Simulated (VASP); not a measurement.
A run of VASP 6.6.1 is set up as follows.

Contents of INCAR:

```
SYSTEM = NbTe
PREC = Accurate
ENCUT = 520
EDIFF = 1E-7
ISMEAR = -1
SIGMA = 0.05
LREAL = .FALSE.
LASPH = .TRUE.
NELM = 60
ALGO = Normal
ISIF = 2
LWAVE = .FALSE.
LCHARG = .FALSE.
LMAXMIX = 4
METAGGA = SCAN
LMIXTAU = .TRUE.
NBANDS = 16
```

The input KPOINTS:

```
Automatic mesh
0
G
  8 8 7
  0 0 0
```

Contents of POSCAR:

```
NbTe
1.0
    3.7029743866      0.0000000000      0.0000000000
   -1.8514871933      3.2068698884      0.0000000000
    0.0000000000      0.0000000000      3.6942110000
Te Nb
1 1
Direct
    0.6666666667      0.3333333333      0.0000000000
    0.0000000000      0.0000000000      0.5000000000
```

File KPOINTS_OPT:

```
path GMKGALHA,LM,KH
20
line-mode
reciprocal
 0.0000000000  0.0000000000  0.0000000000  G
 0.5000000000  0.0000000000  0.0000000000  M

 0.5000000000  0.0000000000  0.0000000000  M
 0.3333333333  0.3333333333  0.0000000000  K

 0.3333333333  0.3333333333  0.0000000000  K
 0.0000000000  0.0000000000  0.0000000000  G

 0.0000000000  0.0000000000  0.0000000000  G
 0.0000000000  0.0000000000  0.5000000000  A

 0.0000000000  0.0000000000  0.5000000000  A
 0.5000000000  0.0000000000  0.5000000000  L

 0.5000000000  0.0000000000  0.5000000000  L
 0.3333333333  0.3333333333  0.5000000000  H

 0.3333333333  0.3333333333  0.5000000000  H
 0.0000000000  0.0000000000  0.5000000000  A

 0.5000000000  0.0000000000  0.5000000000  L
 0.5000000000  0.0000000000  0.0000000000  M

 0.3333333333  0.3333333333  0.0000000000  K
 0.3333333333  0.3333333333  0.5000000000  H
```

Potentials or basis: VASP PAW PBE potentials, release 64 (Te, Nb_sv).

Launch:

```bash
$ cat potpaw_PBE.64/Te/POTCAR potpaw_PBE.64/Nb_sv/POTCAR > POTCAR
$ mpirun -np 1 vasp_std > vasp.out
```

(1) Estimate the pressure.

(2) What does it give for the band gap along the path?

## Answers

(1) -4.3 GPa.

(2) none (metal or under the smearing width).

Caveat: the PAW data sets were made with another functional, which shifts forces and pressure a little; spin-orbit coupling is left out, which moves the levels of the heavy elements.
